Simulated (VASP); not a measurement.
Data:

```
CELL_PARAMETERS angstrom
      0.00000     1.77436     1.77436
      1.77436     0.00000     1.77436
      1.77436     1.77436     0.00000
ATOMIC_POSITIONS crystal
  Cu 0.00000 0.00000 0.00000
```

The numbers are results of MS2 meta-GGA, VASP's PBE PAW potentials (set 64) (plane waves; VASP 6.6.1), not measurements. Settings: 520 eV cut-off, 20×20×20 Γ-centred mesh, tetrahedra with Blöchl corrections, potentials Cu.

Problem. Predict the energy per atom (σ→0), band gap (over mesh and band path) with the smallest direct gap where there is one.

Solution. 
| Property | Value |
|---|---|
| band gap (over mesh and band path) | none (metal, semimetal or under 0.01 eV) |
| energy per atom (σ→0) | -5.583 eV/atom |

The absolute energy has meaning only against runs of the same code, potentials and settings.

The compound is Cu in the fcc structure. It was relaxed first, which changed the volume by -5 %.
